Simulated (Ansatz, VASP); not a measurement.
# Cross-check of Ir (Ir wire along [100], 13 atoms a period) between VASP and Ansatz, part 2 of 2

One calculation is typed for both programs; each brings its own data sets. How far apart do they land? Of the first pair: The structure shown is the start of the Ansatz relaxation below; VASP solves that cell, so the two are compared at the walk's first step.

VASP 6.6.1 and Ansatz 0.2.0.

So far: Starting point; Ansatz: relaxation, PBE.

## 3. VASP: single point, PBE, start cell, pair 1

Level of this step: PBE; plane waves and PAW (Ir) (VASP).

The same cell, functional, mesh and smearing now go to VASP, with its own data sets.

Lines of VASP's logs that name or quote its potential files are left out, and so is its time.

File INCAR:

```
SYSTEM = Ir
PREC = Accurate
ENCUT = 400
EDIFF = 1E-06
NELM = 120
ISMEAR = -1
SIGMA = 0.05
LREAL = .FALSE.
ALGO = Normal
GGA = PE
NBANDS = 72
LASPH = .TRUE.
LORBIT = 11
LWAVE = .FALSE.
LCHARG = .FALSE.
ISIF = 2
GGA_COMPAT = .FALSE.
KPAR = 4
```

File POSCAR:

```
Ir
1.0
   14.5400000000      0.0000000000      0.0000000000
    0.0000000000     14.5400000000      0.0000000000
    0.0000000000      0.0000000000      3.8700000000
Ir
13
Direct
    0.2338376891      0.5000000000      0.0000000000
    0.3669188446      0.3669188446      0.0000000000
    0.3669188446      0.6330811554      0.0000000000
    0.5000000000      0.2338376891      0.0000000000
    0.5000000000      0.5000000000      0.0000000000
    0.5000000000      0.7661623109      0.0000000000
    0.6330811554      0.3669188446      0.0000000000
    0.6330811554      0.6330811554      0.0000000000
    0.7661623109      0.5000000000      0.0000000000
    0.3669188446      0.5000000000      0.5000000000
    0.5000000000      0.3669188446      0.5000000000
    0.5000000000      0.6330811554      0.5000000000
    0.6330811554      0.5000000000      0.5000000000
```

File KPOINTS:

```
Automatic mesh
0
Gamma
1 1 21
0 0 0
```

The projector-augmented-wave data sets are Ir (PBE family, release 64).

Run with:

```
> mpirun -np 4 vasp_std
```

Numbers of over 12 decimals in the logs are rounded to 6 here.

The program printed:

```text
[banner, memory and clock lines left out]
running    4 mpi-ranks, on    1 nodes
 distrk:  each k-point on    1 cores,    4 groups
 distr:  one band on    1 cores,    1 groups

 POSCAR found type information on POSCAR Ir
 POSCAR found :  1 types and      13 ions
 LDA part: xc-table for (Slater+PW92), standard interpolation
 POSCAR, INCAR and KPOINTS ok, starting setup
 FFT: planning ... GRIDC
 FFT: planning ... GRID_SOFT
 FFT: planning ... GRID
 WAVECAR not read
 entering main loop
       N       E                     dE             d eps       ncg     rms          rms(c)
DAV:   1     0.817601492482E+03    0.81760E+03   -0.37226E+04  1592   0.105E+03
DAV:   2     0.149048424118E+02   -0.80270E+03   -0.72947E+03  1752   0.336E+02
DAV:   3    -0.893979063720E+02   -0.10430E+03   -0.96792E+02  2152   0.103E+02
DAV:   4    -0.988829926212E+02   -0.94851E+01   -0.86930E+01  2512   0.291E+01
DAV:   5    -0.994654276620E+02   -0.58244E+00   -0.54354E+00  2480   0.568E+00    0.347E+01
DAV:   6    -0.959832999574E+02    0.34821E+01   -0.24293E+01  2480   0.281E+01    0.272E+01
DAV:   7    -0.102706902815E+03   -0.67236E+01   -0.59618E+01  2888   0.487E+01    0.242E+01
DAV:   8    -0.930348913526E+02    0.96720E+01   -0.16349E+01  2976   0.318E+01    0.764E+00
DAV:   9    -0.927445346837E+02    0.29036E+00   -0.32359E+00  2480   0.970E+00    0.571E+00
DAV:  10    -0.926294753378E+02    0.11506E+00   -0.65311E-01  2688   0.628E+00    0.395E+00
DAV:  11    -0.926041655385E+02    0.25310E-01   -0.23951E-01  2648   0.280E+00    0.211E+00
DAV:  12    -0.925612327682E+02    0.42933E-01   -0.24349E-01  2752   0.336E+00    0.169E+00
DAV:  13    -0.925484563604E+02    0.12776E-01   -0.31864E-02  2592   0.113E+00    0.631E-01
DAV:  14    -0.925470555083E+02    0.14009E-02   -0.72107E-03  2568   0.399E-01    0.143E-01
[...]
DAV:  19    -0.925474477223E+02   -0.41517E-04   -0.24246E-05  2376   0.308E-02    0.188E-02
DAV:  20    -0.925474760331E+02   -0.28311E-04   -0.43690E-06  1544   0.793E-03    0.948E-03
DAV:  21    -0.925475482694E+02   -0.72236E-04   -0.90410E-06  1808   0.110E-02    0.622E-03
DAV:  22    -0.925475891739E+02   -0.40904E-04   -0.19404E-06  1232   0.656E-03    0.207E-03
DAV:  23    -0.925476058952E+02   -0.16721E-04   -0.98604E-07  1248   0.379E-03    0.428E-03
DAV:  24    -0.925476137180E+02   -0.78228E-05   -0.34296E-07  1024   0.293E-03    0.927E-04
DAV:  25    -0.925476186331E+02   -0.49151E-05   -0.40825E-07  1048   0.151E-03    0.143E-03
DAV:  26    -0.925476192439E+02   -0.61074E-06   -0.63732E-08   912   0.117E-03
   1 F= -.92547619E+02 E0= -.92403144E+02  d E =-.288951E+00
```

From OUTCAR (step 3):

```text
ion  position               nearest neighbor table
   1  0.234  0.500  0.000-   2 2.74   3 2.74  10 2.74  10 2.74
   2  0.367  0.367  0.000-   5 2.74  10 2.74  11 2.74  10 2.74  11 2.74   4 2.74   1 2.74
   3  0.367  0.633  0.000-   5 2.74  10 2.74  12 2.74  10 2.74  12 2.74   1 2.74   6 2.74
   4  0.500  0.234  0.000-   2 2.74   7 2.74  11 2.74  11 2.74
   5  0.500  0.500  0.000-   2 2.74   3 2.74   7 2.74   8 2.74  10 2.74  11 2.74  12 2.74  13 2.74
                            10 2.74  11 2.74  12 2.74  13 2.74
   6  0.500  0.766  0.000-   3 2.74   8 2.74  12 2.74  12 2.74
   7  0.633  0.367  0.000-   5 2.74  11 2.74  13 2.74  11 2.74  13 2.74   4 2.74   9 2.74
   8  0.633  0.633  0.000-   5 2.74  12 2.74  13 2.74  12 2.74  13 2.74   6 2.74   9 2.74
   9  0.766  0.500  0.000-   7 2.74   8 2.74  13 2.74  13 2.74
  10  0.367  0.500  0.500-  11 2.74  12 2.74   5 2.74   2 2.74   3 2.74   2 2.74   3 2.74   5 2.74
                             1 2.74   1 2.74
  11  0.500  0.367  0.500-  10 2.74  13 2.74   7 2.74   2 2.74   5 2.74   2 2.74   5 2.74   7 2.74
                             4 2.74   4 2.74
  12  0.500  0.633  0.500-  10 2.74  13 2.74   8 2.74   3 2.74   5 2.74   3 2.74   5 2.74   8 2.74
                             6 2.74   6 2.74
  13  0.633  0.500  0.500-  11 2.74  12 2.74   8 2.74   5 2.74   7 2.74   5 2.74   7 2.74   8 2.74
                             9 2.74   9 2.74

  LATTYP: Found a simple tetragonal cell.
 ALAT       =    14.5400000000
 C/A-ratio  =     0.2661623109

 Subroutine GETGRP returns: Found 16 space group operations
 (whereof 16 operations were pure point group operations)

The static configuration has the point symmetry D_4h.

 Found     11 irreducible k-points:

   k-points           NKPTS =     11   k-points in BZ     NKDIM =     11   number of bands    NBANDS=     72

   dimension x,y,z NGX =    96 NGY =   96 NGZ =   28
   dimension x,y,z NGXF=   192 NGYF=  192 NGZF=   56

   ENCUT  =  400.0 eV  29.40 Ry    5.42 a.u.  23.71 23.71  6.31*2*pi/ulx,y,z

   NELECT =     117.0000    total number of electrons

 k-points in reciprocal lattice and weights: Automatic mesh
   0.00000000  0.00000000  0.00000000       0.048
   0.00000000  0.00000000  0.04761905       0.095
   0.00000000  0.00000000  0.09523810       0.095
   0.00000000  0.00000000  0.14285714       0.095
   0.00000000  0.00000000  0.19047619       0.095
   0.00000000  0.00000000  0.23809524       0.095
   0.00000000  0.00000000  0.28571429       0.095
   0.00000000  0.00000000  0.33333333       0.095
   0.00000000  0.00000000  0.38095238       0.095
   0.00000000  0.00000000  0.42857143       0.095
   0.00000000  0.00000000  0.47619048       0.095

 average (electrostatic) potential at core
       1 -58.7746       2 -59.6277       3 -59.6277       4 -58.7746       5 -60.5217
       6 -58.7746       7 -59.6277       8 -59.6277       9 -58.7746      10 -60.0372
      11 -60.0372      12 -60.0372      13 -60.0372

 E-fermi :  -1.2345

 k-point     1 :       0.0000    0.0000    0.0000
  band No.  band energies     occupation
    ...
     54      -1.5068      1.99141
     55      -1.4714      1.98264
     56      -1.4714      1.98264
     57      -1.3863      1.90844
     58      -1.3863      1.90844
     59      -1.1710      0.43872
     60      -1.1660      0.40556
     61      -1.1425      0.27432
     62      -0.8954      0.00227
     63      -0.8387      0.00073
    ...

 k-point     2 :       0.0000    0.0000    0.0476
  band No.  band energies     occupation
    ...
     55      -1.4652      1.98037
     56      -1.4652      1.98037
     57      -1.3532      1.82956
     58      -1.3532      1.82956
     59      -1.2029      0.69422
     60      -1.1661      0.40597
     61      -1.1571      0.35068
     62      -0.8639      0.00121
     63      -0.8618      0.00116
     64      -0.7414      0.00010
    ...

 k-point     3 :       0.0000    0.0000    0.0952
  band No.  band energies     occupation
    ...
     55      -1.4637      1.97979
     56      -1.4145      1.94681
     57      -1.3205      1.69632
     58      -1.2967      1.55247
     59      -1.2967      1.55247
     60      -1.1517      0.32058
     61      -1.1342      0.23718
     62      -0.9216      0.00382
     63      -0.8225      0.00053
     64      -0.7802      0.00023
    ...

  Total      -30.7608432    -30.7608432    -25.0487423      0.0000000      0.0000000      0.0000000
  in kB      -60.2377915    -60.2377915    -49.0520011      0.0000000      0.0000000      0.0000000
  external PRESSURE =     -56.5091947 kB  Pullay stress =       0.0000000 kB

  energy-cutoff  :      400.00
  volume of cell :      818.16
      direct lattice vectors                 reciprocal lattice vectors
    14.540000000  0.000000000  0.000000000     0.068775791  0.000000000  0.000000000
     0.000000000 14.540000000  0.000000000     0.000000000  0.068775791  0.000000000
     0.000000000  0.000000000  3.870000000     0.000000000  0.000000000  0.258397933

 POSITION                                       TOTAL-FORCE (eV/Angst)
 -----------------------------------------------------------------------------------
      3.40000      7.27000      0.00000         3.263765     -0.000000      0.000000
      5.33500      5.33500      0.00000         1.414310      1.414310      0.000000
      5.33500      9.20500      0.00000         1.414310     -1.414310      0.000000
      7.27000      3.40000      0.00000         0.000000      3.263765     -0.000000
      7.27000      7.27000      0.00000         0.000000     -0.000000      0.000000
      7.27000     11.14000      0.00000         0.000000     -3.263765      0.000000
      9.20500      5.33500      0.00000        -1.414310      1.414310     -0.000000
      9.20500      9.20500      0.00000        -1.414310     -1.414310     -0.000000
     11.14000      7.27000      0.00000        -3.263765     -0.000000      0.000000
      5.33500      7.27000      1.93500        -1.404073     -0.000000      0.000000
      7.27000      5.33500      1.93500        -0.000000     -1.404073     -0.000000
      7.27000      9.20500      1.93500         0.000000      1.404073      0.000000
      9.20500      7.27000      1.93500         1.404073     -0.000000     -0.000000
 -----------------------------------------------------------------------------------
    total drift:                                0.000000      0.000000     -0.000000

  FREE ENERGIE OF THE ION-ELECTRON SYSTEM (eV)
  ---------------------------------------------------
  free  energy   TOTEN  =       -92.5476192439 eV

  energy  without entropy=      -92.2586681143  energy(sigma->0) =      -92.40314368

 total charge
# of ion       s       p       d       tot
------------------------------------------
    1        0.607   0.186   7.017   7.810
    2        0.615   0.400   6.907   7.922
    3        0.615   0.400   6.907   7.922
    4        0.607   0.186   7.017   7.810
    5        0.651   0.680   6.891   8.223
    6        0.607   0.186   7.017   7.810
    7        0.615   0.400   6.907   7.922
    8        0.615   0.400   6.907   7.922
    9        0.607   0.186   7.017   7.810
   10        0.634   0.608   6.844   8.086
   11        0.634   0.608   6.844   8.086
   12        0.634   0.608   6.844   8.086
   13        0.634   0.608   6.844   8.086
--------------------------------------------------
tot          8.079   5.456  89.963 103.498

[... 3 further parts left out ...]
```

This run has no spin polarisation. Its electron count is odd, so without a moment it is a metal by construction.

## 4. Comparison

Known differences besides the potentials themselves: the data sets hold 221 valence electrons in Ansatz (on its PAW soft_1 files) and 117 in VASP; the cutoff is 420 eV in Ansatz and 400 eV in VASP. Total energies have different zeros and are not compared.

Forces on 8 of the 13 atoms, those with the largest forces and the largest differences (eV/Å; atoms numbered as in POSCAR):

| atom | Ansatz x, y, z | VASP x, y, z |
| --- | --- | --- |
| Ir1 | 3.287, 0.000, 0.000 | 3.264, 0.000, 0.000 |
| Ir2 | 1.445, 1.445, 0.000 | 1.414, 1.414, 0.000 |
| Ir3 | 1.445, -1.445, 0.000 | 1.414, -1.414, 0.000 |
| Ir4 | 0.000, 3.287, 0.000 | 0.000, 3.264, 0.000 |
| Ir6 | 0.000, -3.287, 0.000 | 0.000, -3.264, 0.000 |
| Ir7 | -1.445, 1.445, 0.000 | -1.414, 1.414, 0.000 |
| Ir8 | -1.445, -1.445, 0.000 | -1.414, -1.414, 0.000 |
| Ir9 | -3.287, 0.000, 0.000 | -3.264, 0.000, 0.000 |

The forces differ by 20 meV/Å r.m.s., which is 1.5 % of the r.m.s. force of 1.306 eV/Å (both taken over all components).

## 5. Ansatz: relaxation, PBE

This run makes the geometry at which the two programs are then compared. The cell compared in this pair holds 827.68 Å³, against 818.16 Å³ for the pair before.

The structure compared here is the end of the Ansatz relaxation.

File input.yaml:

```yaml
crystal:
  lattice:
    - [14.54, 0.0, 0.0]
    - [0.0, 14.54, 0.0]
    - [0.0, 0.0, 3.87]
  atoms:
    - { symbol: Ir, position: [0.233837689, 0.5, 0.0] }
    - { symbol: Ir, position: [0.366918845, 0.366918845, 0.0] }
    - { symbol: Ir, position: [0.366918845, 0.633081155, 0.0] }
    - { symbol: Ir, position: [0.5, 0.233837689, 0.0] }
    - { symbol: Ir, position: [0.5, 0.5, 0.0] }
    - { symbol: Ir, position: [0.5, 0.766162311, 0.0] }
    - { symbol: Ir, position: [0.633081155, 0.366918845, 0.0] }
    - { symbol: Ir, position: [0.633081155, 0.633081155, 0.0] }
    - { symbol: Ir, position: [0.766162311, 0.5, 0.0] }
    - { symbol: Ir, position: [0.366918845, 0.5, 0.5] }
    - { symbol: Ir, position: [0.5, 0.366918845, 0.5] }
    - { symbol: Ir, position: [0.5, 0.633081155, 0.5] }
    - { symbol: Ir, position: [0.633081155, 0.5, 0.5] }
kpoints:
  mp_grid: { grid: [1, 1, 21] }
scf:
  occupations: { method: fermi_dirac, width: 0.05 }
hamiltonian:
  xc: pbe
  pseudopotentials: { kind: paw, azcp: { folder: soft_1 } }
relax:
  cell: { fix: [a, b, alpha, beta, gamma] }
  max_steps: 45
  f_tol: 0.03
```

Run with:

```
> ansatz run input.yaml --threads 4 --pin off --max-ram 16384MiB --backend cpu --events-out ev --progress --plain --runs-dir out
```

The program printed:

```text
[...]
Crystal: 13 atoms, lattice volume = 818.163 Å³
Basis set: ecut = 420 eV, 16025 PW (Γ), exchange–correlation on 200×200×54 points (8 copies of the dense FFT grid, shifted against one another)
Bands: 133, of which v1, the nominal top of the filled ones, is band 111 counted from 1 (110 counted from 0)
Symmetry: 16 space group operations
[...]
k-points: 11 of 21
[...]
- { symbol: Ir, position: [0.5, 0.5, 0.0] }
    - { symbol: Ir, position: [0.5, 0.746951, 0.0] }
    - { symbol: Ir, position: [0.624779, 0.375221, 0.0] }
    - { symbol: Ir, position: [0.624779, 0.624779, 0.0] }
    - { symbol: Ir, position: [0.746951, 0.5, 0.0] }
    - { symbol: Ir, position: [0.362972, 0.5, 0.500000] }
    - { symbol: Ir, position: [0.5, 0.362972, 0.500000] }
    - { symbol: Ir, position: [0.5, 0.637028, 0.500000] }
    - { symbol: Ir, position: [0.637028, 0.5, 0.500000] }
[key lines of the parts left out:]
SCF converged after 8 iterations
Free energy (F): -155159.049816 eV
Fermi energy:    2.374691 eV
P = ⅓ Tr σ = 0.0003 GPa (0.003 kbar)
```

## 6. VASP: single point, PBE, relaxed cell, pair 2

The same cell, functional, mesh and smearing now go to VASP, with its own data sets.

Changes to INCAR since step 3:

```diff
@@ -2,3 +2,3 @@
 PREC = Accurate
-ENCUT = 400
+ENCUT = 500
 EDIFF = 1E-06
```

File POSCAR:

```
Ir
1.0
   14.5400000000      0.0000000000      0.0000000000
    0.0000000000     14.5400000000      0.0000000000
    0.0000000000      0.0000000000      3.9149935827
Ir
13
Direct
    0.2530491763      0.5000000000      0.0000000000
    0.3752210105      0.3752210105      0.0000000000
    0.3752210105      0.6247789895      0.0000000000
    0.5000000000      0.2530491763      0.0000000000
    0.5000000000      0.5000000000      0.0000000000
    0.5000000000      0.7469508237      0.0000000000
    0.6247789895      0.3752210105      0.0000000000
    0.6247789895      0.6247789895      0.0000000000
    0.7469508237      0.5000000000      0.0000000000
    0.3629718673      0.5000000000      0.5000000000
    0.5000000000      0.3629718673      0.5000000000
    0.5000000000      0.6370281327      0.5000000000
    0.6370281327      0.5000000000      0.5000000000
```

KPOINTS is that of step 3.

Run with:

```
> mpirun -np 4 vasp_std
```

The program printed:

```text
[... set-up lines as in an earlier step ...]
 entering main loop
       N       E                     dE             d eps       ncg     rms          rms(c)
DAV:   1     0.974787193049E+03    0.97479E+03   -0.41728E+04  1584   0.125E+03
DAV:   2     0.422455675636E+02   -0.93254E+03   -0.84703E+03  1664   0.369E+02
DAV:   3    -0.896889932712E+02   -0.13193E+03   -0.12352E+03  2168   0.118E+02
DAV:   4    -0.100970731492E+03   -0.11282E+02   -0.10326E+02  2368   0.343E+01
[...]
DAV:  23    -0.954008342139E+02   -0.40106E-05   -0.19068E-07  1104   0.125E-03    0.671E-04
DAV:  24    -0.954008375796E+02   -0.33658E-05   -0.29421E-07  1080   0.103E-03    0.574E-04
DAV:  25    -0.954008380164E+02   -0.43673E-06   -0.61876E-08   984   0.752E-04
   1 F= -.95400838E+02 E0= -.95306840E+02  d E =-.187995E+00
```

Parts of OUTCAR (step 6):

```text
  Total        0.7042027      0.7042027      0.6889179      0.0000000      0.0000000      0.0000000
  in kB        1.3631649      1.3631649      1.3335773      0.0000000      0.0000000      0.0000000
  external PRESSURE =       1.3533023 kB  Pullay stress =       0.0000000 kB

 POSITION                                       TOTAL-FORCE (eV/Angst)
 -----------------------------------------------------------------------------------
      3.67934      7.27000      0.00000        -0.072170      0.000000     -0.000000
      5.45571      5.45571      0.00000        -0.024388     -0.024388     -0.000000
      5.45571      9.08429      0.00000        -0.024388      0.024388     -0.000000
      7.27000      3.67934      0.00000         0.000000     -0.072170     -0.000000
      7.27000      7.27000      0.00000         0.000000      0.000000     -0.000000
      7.27000     10.86066      0.00000         0.000000      0.072170     -0.000000
      9.08429      5.45571      0.00000         0.024388     -0.024388      0.000000
      9.08429      9.08429      0.00000         0.024388      0.024388     -0.000000
     10.86066      7.27000      0.00000         0.072170      0.000000     -0.000000
      5.27761      7.27000      1.95750        -0.022899      0.000000     -0.000000
      7.27000      5.27761      1.95750         0.000000     -0.022899      0.000000
      7.27000      9.26239      1.95750         0.000000      0.022899      0.000000
      9.26239      7.27000      1.95750         0.022899      0.000000      0.000000
 -----------------------------------------------------------------------------------
    total drift:                                0.000000     -0.000000      0.000000

  FREE ENERGIE OF THE ION-ELECTRON SYSTEM (eV)
  ---------------------------------------------------
  free  energy   TOTEN  =       -95.4008380164 eV

  energy  without entropy=      -95.2128425349  energy(sigma->0) =      -95.30684028

[... 1 part as in an earlier step ...]

[... 2 further parts left out ...]
[key lines of the parts left out:]
E-fermi :  -1.0525
```

## 7. Side by side

What differs besides the data sets and the points named for the pairs above, as far as they apply: the data sets hold 221 valence electrons in Ansatz (on its PAW soft_1 files) and 117 in VASP; the cutoff is 420 eV in Ansatz and 500 eV in VASP; Ansatz's pressure holds a Pulay correction, VASP's none. Total energies have different zeros and are not compared.

The two programs side by side:

```csv
quantity,Ansatz,VASP,difference
pressure (GPa),0.00,0.14,-0.14
```

Forces on 8 of the 13 atoms, those with the largest forces and the largest differences (eV/Å; atoms numbered as in POSCAR):

```csv
atom,"Ansatz x, y, z","VASP x, y, z"
Ir1,"-0.009, 0.000, 0.000","-0.072, 0.000, 0.000"
Ir2,"0.021, 0.021, 0.000","-0.024, -0.024, 0.000"
Ir3,"0.021, -0.021, 0.000","-0.024, 0.024, 0.000"
Ir4,"0.000, -0.009, 0.000","0.000, -0.072, 0.000"
Ir6,"0.000, 0.009, 0.000","0.000, 0.072, 0.000"
Ir7,"-0.021, 0.021, 0.000","0.024, -0.024, 0.000"
Ir8,"-0.021, -0.021, 0.000","0.024, 0.024, 0.000"
Ir9,"0.009, 0.000, 0.000","0.072, 0.000, 0.000"
```

The forces differ by 29 meV/Å r.m.s., which is 110.5 % of the r.m.s. force of 0.027 eV/Å (both taken over all components).

## 8. Further runs

Further runs change the set-up of one program: Ansatz's method, potentials or start, or VASP's data sets, cutoff or form of LDA. The table gives Ansatz less VASP for each quantity, since a change that brings one quantity closer may part another.

| run | r.m.s. force difference (meV/Å) | pressure (GPa) |
| --- | --- | --- |
| as above | 29 | -0.14 |
| VASP with the data sets Ir_sv_GW | 5.0 | 0.71 |

## 9. Results

| Item | Value |
| --- | --- |
| r.m.s. force difference (single point, PBE, start cell, pair 1) | 1.5 % of the r.m.s. force |
| r.m.s. force difference (single point, PBE, relaxed cell, pair 2) | 29 meV/Å |

What this shows: The r.m.s. force difference is 29 meV/Å (single point, PBE, relaxed cell, pair 2), beyond the 12 meV/Å picked in this series as the mark of a large difference. The data sets hold unlike numbers of valence electrons (221 in Ansatz and 117 in VASP), so part of the differences comes from the potentials. Single point, PBE, relaxed cell, pair 2, VASP with the data sets Ir_sv_GW: r.m.s. force difference goes from 29 to 5.0 meV/Å; the difference in pressure goes from -0.14 to 0.71 GPa. Such differences can come from data sets, numerical settings and the points named under the comparisons, not from the functional's error against experiment.

[Lines on the potential files, build, host, timing and source positions are cut from VASP's logs without a mark.]

[Logs are printed without paths, hosts, clocks, repeated set-up lines and the standing remarks that a program may print on its own settings, such as how far it seeks lower states.]

[Hosts, paths, dates, database ids (printed as entryN), source tags and the programs' standing remarks are cut or masked in the printed files.]
